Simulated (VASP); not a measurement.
All values below come from PBE GGA, VASP's PBE PAW potentials (set 64) (plane waves; VASP 6.6.1).

VASP input:

File KPOINTS_OPT:
```
k-points along high-symmetry lines
8
Line-mode
Reciprocal
  0.000000   0.000000   0.000000 ! GAMMA
 -0.500000  -0.500000  -0.500000 ! T

 -0.500000  -0.500000  -0.500000 ! T
 -0.500000  -0.181490  -0.818510 ! H_2

 -0.181490   0.181490  -0.500000 ! H_0
  0.000000   0.000000  -0.500000 ! L

  0.000000   0.000000  -0.500000 ! L
  0.000000   0.000000   0.000000 ! GAMMA

  0.000000   0.000000   0.000000 ! GAMMA
  0.000000   0.340745  -0.340745 ! S_0

 -0.340745   0.000000  -0.659255 ! S_2
 -0.500000   0.000000  -0.500000 ! F

 -0.500000   0.000000  -0.500000 ! F
  0.000000   0.000000   0.000000 ! GAMMA
```

INCAR:
```
! general
SYSTEM =CeO2
PREC   =Accurate
ENCUT  =400
LREAL  =.False.
LASPH  =.True.

! electronic loop
EDIFF  =1E-6
NELM   =100
ALGO   =Normal
LMAXMIX=6

! smearing
ISMEAR =0
SIGMA  =0.1

! functional
GGA    =PE

! spin
ISPIN  =2
MAGMOM =1.0 2*0.0

! ions
ISIF   =2

! output
LWAVE  =.False.
LCHARG =.False.
LORBIT =11
```

POSCAR:
```
CeO2
1
    1.5300000000     0.8833460000     5.9239330000
   -1.5300000000     0.8833460000     5.9239330000
    0.0000000000    -1.7666920000     5.9239330000
Ce O
1 2
Direct
  0.0000000000   0.0000000000   0.0000000000
  0.7523000000   0.7523000000   0.7523000000
  0.5810000000   0.5810000000   0.5810000000
```

KPOINTS:
```
Automatic mesh
0
Gamma
6 6 6
0 0 0
```

POTCAR, in this order: Ce O (PBE.64 set). Program: vasp_std.

The moments were started parallel, and other spin orders were not tried in this run.

### Question
Predict the energy per atom (σ→0), cell moment, largest force, band gap (over mesh and band path).

### Answer

```
Quantity                                     Value
----------------------------------  --------------
energy per atom (σ→0)               -7.278 eV/atom
cell moment                                0.00 μB
band gap (over mesh and band path)         0.44 eV
largest force                           3.525 eV/Å
```

### OSZICAR
```
...
DAV:  22    -0.218342478857E+02    0.12186E-04   -0.74269E-05  3426   0.699E-02    0.191E-02
DAV:  23    -0.218342558170E+02   -0.79313E-05   -0.24911E-04  3657   0.141E-01    0.429E-02
DAV:  24    -0.218342452928E+02    0.10524E-04   -0.19295E-04  3589   0.125E-01    0.123E-02
DAV:  25    -0.218342436974E+02    0.15954E-05   -0.35947E-05  3468   0.542E-02    0.111E-02
DAV:  26    -0.218342433858E+02    0.31160E-06   -0.74149E-06  3001   0.255E-02
   1 F= -.21834243E+02 E0= -.21834226E+02  d E =-.342225E-04  mag=    -0.0000
       N       E                     dE             ncg
       N       E                     dE             ncg
```

The structure was generated: CeO2 was put into an ordered model structure, which need not be its known phase. The cell was not relaxed at this level.
